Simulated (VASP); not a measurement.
## MgO (Periclase): exact exchange and RPA correlation

Aim: total energies of MgO (Periclase) from exact exchange and RPA correlation, beside cheaper functionals. The scan starts from a database cell scaled to its smallest volume. The cell is of the rock-salt type. The start is a cell from a database of measured crystal structures.

Method: RPA correlation on PBE orbitals; plane waves and PAW (Mg_GW, O_GW), in the first sound run; inputs show where later runs differ, in VASP 6.6.1.

The database entry behind the starting cell differs from other determinations of this structure, so it need not match the best structure at room temperature.

### 1. Set-up

The structure is cubic, space group Fm-3m (No. 225). The conventional cell has a = 4.131 Å, b = 4.131 Å, c = 4.131 Å, α = 90.00°, β = 90.00°, γ = 90.00°. Mg has 6 O at 2.07 Å nearest. Nearest to O lie 6 Mg at 2.07 Å. Farther neighbours, and contacts between anions beyond the nearest, are not listed.

As a file:

```xyz
2
Lattice="0.0000 2.0655 2.0655 2.0655 0.0000 2.0655 2.0655 2.0655 0.0000" Properties=species:S:1:pos:R:3 pbc="T T T"
Mg    0.0000    0.0000    0.0000
O     2.0655    2.0655    2.0655
```

### 2. Orbitals, volume ratio 0.94

RPA gives no stress here, so the energy is scanned over volumes, at one cutoff and mesh. Volumes are given as ratios to a reference cell, and this first cell is that cell scaled to 0.94. Each point starts from PBE orbitals, tightly converged.

INCAR

```
SYSTEM = MgO
PREC = Accurate
ENCUT = 560
EDIFF = 1E-08
NELM = 100
ISMEAR = 0
SIGMA = 0.05
LREAL = .FALSE.
ALGO = Normal
GGA = PE
NBANDS = 10
LORBIT = 11
LWAVE = .TRUE.
LCHARG = .FALSE.
KPAR = 8
```

POSCAR

```
MgO
1.0
    0.0000000000      2.0654573102      2.0654573102
    2.0654573102      0.0000000000      2.0654573102
    2.0654573102      2.0654573102      0.0000000000
Mg O
1 1
Direct
    0.0000000000      0.0000000000      0.0000000000
    0.5000000000      0.5000000000      0.5000000000
```

KPOINTS

```
Automatic mesh
0
Gamma
4 4 4
0 0 0
```

PAW data sets: Mg_GW and O_GW (PBE family, release 64).

Command:

```
$ mpirun -np 8 vasp_std
```

Log:

```text
[banner, memory and clock lines left out]
running    8 mpi-ranks, on    1 nodes
 distrk:  each k-point on    1 cores,    8 groups
 distr:  one band on    1 cores,    1 groups

 POSCAR found type information on POSCAR MgO
 POSCAR found :  2 types and       2 ions
|                                                                             |
|           W    W    AA    RRRRR   N    N  II  N    N   GGGG   !!!           |
|           W    W   A  A   R    R  NN   N  II  NN   N  G    G  !!!           |
|           W    W  A    A  R    R  N N  N  II  N N  N  G       !!!           |
|           W WW W  AAAAAA  RRRRR   N  N N  II  N  N N  G  GGG   !            |
|           WW  WW  A    A  R   R   N   NN  II  N   NN  G    G                |
|           W    W  A    A  R    R  N    N  II  N    N   GGGG   !!!           |
|                                                                             |
|     For optimal performance we recommend to set                             |
|       NCORE = 2 up to number-of-cores-per-socket                            |
|     NCORE specifies how many cores store one orbital (NPAR=cpu/NCORE).      |
|     This setting can greatly improve the performance of VASP for DFT.       |
|     The default, NCORE=1 might be grossly inefficient on modern             |
|     multi-core architectures or massively parallel machines. Do your        |
|     Unfortunately you need to use the default for GW and RPA                |
|     calculations (for HF NCORE is supported but not extensively tested      |
|     yet).                                                                   |
|                                                                             |

 LDA part: xc-table for (Slater+PW92), standard interpolation
 POSCAR, INCAR and KPOINTS ok, starting setup
 FFT: planning ... GRIDC
 FFT: planning ... GRID_SOFT
 FFT: planning ... GRID
 WAVECAR not read
 entering main loop
       N       E                     dE             d eps       ncg     rms          rms(c)
DAV:   1     0.446222E+02    0.44622E+02   -0.55721E+03   160   0.797E+02
DAV:   2    -0.113768E+02   -0.55999E+02   -0.52839E+02   164   0.266E+02
DAV:   3    -0.134275E+02   -0.20507E+01   -0.20478E+01   224   0.456E+01
DAV:   4    -0.134418E+02   -0.14315E-01   -0.14313E-01   190   0.380E+00
DAV:   5    -0.134420E+02   -0.16534E-03   -0.16533E-03   212   0.376E-01    0.721E+00
DAV:   6    -0.118820E+02    0.15600E+01   -0.85847E+00   240   0.317E+01    0.223E+00
DAV:   7    -0.118654E+02    0.16613E-01   -0.30583E-02   182   0.257E+00    0.133E+00
DAV:   8    -0.118590E+02    0.63968E-02   -0.23810E-02   186   0.299E+00    0.137E-01
DAV:   9    -0.118592E+02   -0.12745E-03   -0.21695E-03   256   0.615E-01    0.814E-02
DAV:  10    -0.118591E+02    0.44664E-04   -0.54185E-04   192   0.294E-01    0.636E-03
DAV:  11    -0.118591E+02   -0.15471E-06   -0.46989E-06   182   0.242E-02    0.268E-03
DAV:  12    -0.118591E+02    0.89670E-07   -0.55089E-07   216   0.801E-03    0.813E-04
DAV:  13    -0.118591E+02    0.43523E-07   -0.63243E-08   190   0.327E-03    0.165E-04
DAV:  14    -0.118591E+02    0.16249E-07   -0.14151E-09   102   0.584E-04    0.193E-05
DAV:  15    -0.118591E+02    0.13533E-08   -0.18283E-10    92   0.146E-04
   1 F= -.11859116E+02 E0= -.11859116E+02  d E =-.820811E-14
 writing wavefunctions
```

It took 2.6 s on 8 MPI ranks of Intel Xeon Platinum 8488C (Sapphire Rapids), shared host; peak memory 1 GiB; 12 s of CPU time.

The logs omit lines about the potential files and the build; timing stands in the text.

From OUTCAR (step 2):

```text
ion  position               nearest neighbor table
   1  0.000  0.000  0.000-   2 2.07   2 2.07   2 2.07   2 2.07   2 2.07   2 2.07
   2  0.500  0.500  0.500-   1 2.07   1 2.07   1 2.07   1 2.07   1 2.07   1 2.07

  LATTYP: Found a face centered cubic cell.
 ALAT       =     4.1309146204

 Subroutine GETGRP returns: Found 48 space group operations
 (whereof 48 operations were pure point group operations)

The static configuration has the point symmetry O_h .

 Found      8 irreducible k-points:

   k-points           NKPTS =      8   k-points in BZ     NKDIM =      8   number of bands    NBANDS=     10

   dimension x,y,z NGX =    24 NGY =   24 NGZ =   24
   dimension x,y,z NGXF=    48 NGYF=   48 NGZF=   48

   ENCUT  =  560.0 eV  41.16 Ry    6.42 a.u.   5.64  5.64  5.64*2*pi/ulx,y,z

   NELECT =       8.0000    total number of electrons

 k-points in reciprocal lattice and weights: Automatic mesh
   0.00000000  0.00000000  0.00000000       0.016
   0.25000000  0.00000000  0.00000000       0.125
   0.50000000  0.00000000  0.00000000       0.062
   0.25000000  0.25000000  0.00000000       0.094
   0.50000000  0.25000000  0.00000000       0.375
  -0.25000000  0.25000000  0.00000000       0.188
   0.50000000  0.50000000  0.00000000       0.047
  -0.25000000  0.50000000  0.25000000       0.094

 average (electrostatic) potential at core
       1 -34.3879       2 -69.1200

 E-fermi :   3.9023

 k-point     1 :       0.0000    0.0000    0.0000
  band No.  band energies     occupation
      1     -13.9352      2.00000
      2       3.6483      2.00000
      3       3.6483      2.00000
      4       3.6483      2.00000
      5       8.9555      0.00000
      6      19.7735      0.00000
      7      19.7735      0.00000
      8      19.7735      0.00000
      9      23.8504      0.00000
    ...

 k-point     2 :       0.2500    0.0000    0.0000
  band No.  band energies     occupation
      1     -13.2839      2.00000
      2       0.8719      2.00000
      3       3.2708      2.00000
      4       3.2708      2.00000
      5      11.2798      0.00000
      6      16.5961      0.00000
      7      20.7582      0.00000
      8      20.7582      0.00000
      9      24.3843      0.00000
    ...

 k-point     3 :       0.5000    0.0000    0.0000
  band No.  band energies     occupation
      1     -12.4984      2.00000
      2      -1.2387      2.00000
      3       2.9259      2.00000
      4       2.9259      2.00000
      5      11.9157      0.00000
      6      16.9243      0.00000
      7      20.5089      0.00000
      8      20.5089      0.00000
      9      25.3991      0.00000
    ...

  Total        1.6058330      1.6058330      1.6058330     -0.0000000      0.0000000     -0.0000000
  in kB      145.9930902    145.9930902    145.9930902     -0.0000000      0.0000000     -0.0000000
  external PRESSURE =     145.9930902 kB  Pullay stress =       0.0000000 kB

  energy-cutoff  :      560.00
  volume of cell :       17.62
      direct lattice vectors                 reciprocal lattice vectors
     0.000000000  2.065457310  2.065457310    -0.242077141  0.242077141  0.242077141
     2.065457310  0.000000000  2.065457310     0.242077141 -0.242077141  0.242077141
     2.065457310  2.065457310  0.000000000     0.242077141  0.242077141 -0.242077141

 POSITION                                       TOTAL-FORCE (eV/Angst)
 -----------------------------------------------------------------------------------
      0.00000      0.00000      0.00000         0.000000      0.000000      0.000000
      2.06546      2.06546      2.06546        -0.000000     -0.000000      0.000000
 -----------------------------------------------------------------------------------
    total drift:                               -0.000000     -0.000000      0.000000

  FREE ENERGIE OF THE ION-ELECTRON SYSTEM (eV)
  ---------------------------------------------------
  free  energy   TOTEN  =       -11.8591156895 eV

  energy  without entropy=      -11.8591156895  energy(sigma->0) =      -11.85911569

 total charge
# of ion       s       p       d       tot
------------------------------------------
    1        0.154   0.198   0.092   0.444
    2        1.509   3.544   0.000   5.053
--------------------------------------------------
tot          1.663   3.743   0.092   5.497

[... 3 further parts left out ...]
```

The gap is read on the k-mesh alone, so it is an upper bound where the band edges lie off the mesh.

A gap read on the k-mesh alone can miss the band edges.

Numbers from this step:

- free energy (TOTEN): -11.86 eV
- Fermi energy: 3.902 eV
- pressure: 14.60 GPa
- gap on the k-mesh: 5.307 eV
- least direct gap on the k-mesh: 5.307 eV

### 3. Exact exchange, volume ratio 0.94

This step: Hartree-Fock energy on PBE orbitals; plane waves and PAW (Mg_GW, O_GW) (VASP 6.6.1).

The Hartree-Fock energy is evaluated once on these orbitals (ALGO = Eigenval, NELM = 1), without letting them relax. It uses the mesh of the correlation step, since the long-wavelength errors of the two partly cancel, and the total energy is their sum.

INCAR

```
SYSTEM = MgO
PREC = Accurate
ENCUT = 560
ISMEAR = 0
SIGMA = 0.05
LREAL = .FALSE.
GGA = PE
NBANDS = 10
ALGO = Eigenval
NELM = 1
LHFCALC = .TRUE.
AEXX = 1
ALDAC = 0
AGGAC = 0
PRECFOCK = Normal
LWAVE = .FALSE.
LCHARG = .FALSE.
```

POSCAR is that of step 2.

KPOINTS is that of step 2.

The WAVECAR or CHGCAR of an earlier step is read.

Command:

```
$ mpirun -np 8 vasp_std
```

Log:

```text
[banner, memory and clock lines left out]
running    8 mpi-ranks, on    1 nodes
 distrk:  each k-point on    8 cores,    1 groups
 distr:  one band on    1 cores,    8 groups

 POSCAR found type information on POSCAR MgO
 POSCAR found :  2 types and       2 ions
 [... a notice as in an earlier step ...]

 LDA part: xc-table for (Slater+PW92), standard interpolation
|                                                                             |
|           W    W    AA    RRRRR   N    N  II  N    N   GGGG   !!!           |
|           W    W   A  A   R    R  NN   N  II  NN   N  G    G  !!!           |
|           W    W  A    A  R    R  N N  N  II  N N  N  G       !!!           |
|           W WW W  AAAAAA  RRRRR   N  N N  II  N  N N  G  GGG   !            |
|           WW  WW  A    A  R   R   N   NN  II  N   NN  G    G                |
|           W    W  A    A  R    R  N    N  II  N    N   GGGG   !!!           |
|                                                                             |
|     The number of bands has been changed from the values supplied in        |
|     The orbitals not found in the WAVECAR file will be initialized with     |
|     random numbers, which is usually adequate. For correlated               |
|     calculations, however, you should redo the groundstate calculation.     |
|     I found NBANDS = 10. Now, NBANDS = 16.                                  |
|                                                                             |

 found WAVECAR, reading the header
  number of bands has changed, file:    10 present:    16
  trying to continue reading WAVECAR, but it might fail
 POSCAR, INCAR and KPOINTS ok, starting setup
 FFT: planning ... GRIDC
 FFT: planning ... GRID_SOFT
 FFT: planning ... GRID
 reading WAVECAR
 random initialization beyond band           10
 the WAVECAR file was read successfully
 initial charge from wavefunction
 entering main loop
       N       E                     dE             d eps       ncg     rms          rms(c)
EIG:   1    -0.213347E+02   -0.21335E+02    0.00000E+00     0   0.000E+00
   1 F= -.21334731E+02 E0= -.21334731E+02  d E =-.104705E-15
```

It took 5.4 s on 8 MPI ranks; peak memory 0.83 GiB.

Parts of OUTCAR (step 3):

```text
The static configuration has the point symmetry O_h .

 Found      8 irreducible k-points:

   k-points           NKPTS =      8   k-points in BZ     NKDIM =     64   number of bands    NBANDS=     16

   NELECT =       8.0000    total number of electrons

  exchange ACFDT corr.  =        -0.00000000  see jH, gK, PRB 81, 115126

 E-fermi :   3.9230

 k-point     1 :       0.0000    0.0000    0.0000
  band No.  band energies     occupation
      1     -25.7849      2.00000
      2      -2.0150      2.00000
      3      -2.0150      2.00000
      4      -2.0150      2.00000
      5      14.0388      0.00000
      6      25.8517      0.00000
      7      25.8517      0.00000
      8      25.8517      0.00000
      9      30.2294      0.00000
    ...

 k-point     2 :       0.2500    0.0000    0.0000
  band No.  band energies     occupation
      1     -25.0253      2.00000
      2      -5.2629      2.00000
      3      -2.5046      2.00000
      4      -2.5046      2.00000
      5      16.6870      0.00000
      6      22.7539      0.00000
      7      27.0888      0.00000
      8      27.0888      0.00000
      9      31.2111      0.00000
    ...

 POSITION                                       TOTAL-FORCE (eV/Angst)
 -----------------------------------------------------------------------------------
      0.00000      0.00000      0.00000         0.000000      0.000000      0.000000
      2.06546      2.06546      2.06546        -0.000000      0.000000     -0.000000
 -----------------------------------------------------------------------------------
    total drift:                               -0.000000      0.000000      0.000000

  FREE ENERGIE OF THE ION-ELECTRON SYSTEM (eV)
  ---------------------------------------------------
  free  energy   TOTEN  =       -21.3347308397 eV

  energy  without entropy=      -21.3347308397  energy(sigma->0) =      -21.33473084

[... 7 parts as in an earlier step ...]

[... 5 further parts left out ...]
```

The k-mesh is coarse for unscreened exact exchange, which converges slowly with it.

Numbers from this step:

```
free energy (TOTEN) : -21.33 eV
```

The Hartree-Fock energy on these orbitals is -10.6674 eV an atom.

### 4. Empty bands, volume ratio 0.94

This step: PBE; plane waves and PAW (Mg_GW, O_GW) (VASP 6.6.1).

The next step needs empty bands that the ground-state run didn't converge, so the Hamiltonian is diagonalised in full, in a single step. LOPTICS writes the k-derivatives of the orbitals (WAVEDER), which give the long-wavelength limit of the screening.

INCAR

```
SYSTEM = MgO
PREC = Accurate
ENCUT = 560
ISMEAR = 0
SIGMA = 0.05
LREAL = .FALSE.
GGA = PE
NBANDS = 544
ALGO = Exact
NELM = 1
LWAVE = .TRUE.
LCHARG = .FALSE.
LOPTICS = .TRUE.
NEDOS = 1000
CSHIFT = 0.1
```

POSCAR is that of step 3.

KPOINTS is that of step 3.

Command:

```
$ mpirun -np 8 vasp_std
```

Log:

```text
[banner, memory and clock lines left out]
running    8 mpi-ranks, on    1 nodes
 distrk:  each k-point on    8 cores,    1 groups
 distr:  one band on    1 cores,    8 groups

 POSCAR found type information on POSCAR MgO
 POSCAR found :  2 types and       2 ions
 [... a notice as in an earlier step ...]

 LDA part: xc-table for (Slater+PW92), standard interpolation
 found WAVECAR, reading the header
  number of bands has changed, file:    10 present:   544
  trying to continue reading WAVECAR, but it might fail
 POSCAR, INCAR and KPOINTS ok, starting setup
 FFT: planning ... GRIDC
 FFT: planning ... GRID_SOFT
 FFT: planning ... GRID
 reading WAVECAR
 random initialization beyond band           10
 the WAVECAR file was read successfully
 initial charge from wavefunction
 entering main loop
       N       E                     dE             d eps       ncg     rms          rms(c)
DIA:   1    -0.118591E+02   -0.11859E+02    0.00000E+00     0   0.000E+00
   1 F= -.11859116E+02 E0= -.11859116E+02  d E =-.318233E-39
 writing wavefunctions
 optical routines
 imaginary and real dielectric function
 recalculating local potential from charge density
 direction            1
 direction            2
 direction            3
```

The job ended after 3 s (8 MPI ranks; peak memory 0.92 GiB).

Parts of OUTCAR (step 4):

```text
The static configuration has the point symmetry O_h .

 Found      8 irreducible k-points:

   k-points           NKPTS =      8   k-points in BZ     NKDIM =      8   number of bands    NBANDS=    544

   NELECT =       8.0000    total number of electrons

 E-fermi :   4.1075

 k-point     5 :       0.5000    0.2500    0.0000
  band No.  band energies     occupation
      1     -12.3692      2.00000
      2      -0.3922      2.00000
      3       1.5991      2.00000
      4       2.5524      2.00000
      5      13.7281      0.00000
      6      15.7435      0.00000
      7      17.5384      0.00000
      8      21.9767      0.00000
      9      23.1772      0.00000
    ...

  Total        1.6057724      1.6057724      1.6057724     -0.0000000     -0.0000000      0.0000000
  in kB      145.9875749    145.9875749    145.9875749     -0.0000000     -0.0000000      0.0000000
  external PRESSURE =     145.9875749 kB  Pullay stress =       0.0000000 kB

 POSITION                                       TOTAL-FORCE (eV/Angst)
 -----------------------------------------------------------------------------------
      0.00000      0.00000      0.00000         0.000000      0.000000     -0.000000
      2.06546      2.06546      2.06546        -0.000000     -0.000000      0.000000
 -----------------------------------------------------------------------------------
    total drift:                               -0.000000     -0.000000      0.000000

  FREE ENERGIE OF THE ION-ELECTRON SYSTEM (eV)
  ---------------------------------------------------
  free  energy   TOTEN  =       -11.8591156890 eV

  energy  without entropy=      -11.8591156890  energy(sigma->0) =      -11.85911569

 plasma frequency squared (from intraband transitions) (eV^2)
  --------------------------------------------------------------------------------------
       0.000      -0.000      -0.000
      -0.000       0.000       0.000
      -0.000       0.000       0.000

[... 13 parts as in an earlier step ...]
```

WAVECAR now holds 544 bands for 8 electrons.

[end of part 1 of 6]

[Long decimals in the printed logs are rounded to 6 places.]

[Lines on the potential files, build, host, timing and source positions are cut from VASP's logs without a mark.]

[Logs are printed without paths, hosts, clocks, repeated set-up lines and the standing remarks that a program may print on its own settings, such as how far it seeks lower states.]

[Hosts, paths, dates, database ids (printed as entryN), source tags and the programs' standing remarks are cut or masked in the printed files.]

[Measured values are set beside computed ones only where the two were judged alike; some that the calculation misses by far are left out.]

[Pressures printed for these runs are not shown converged in the cutoff: they can be off by several GPa and have the wrong sign.]
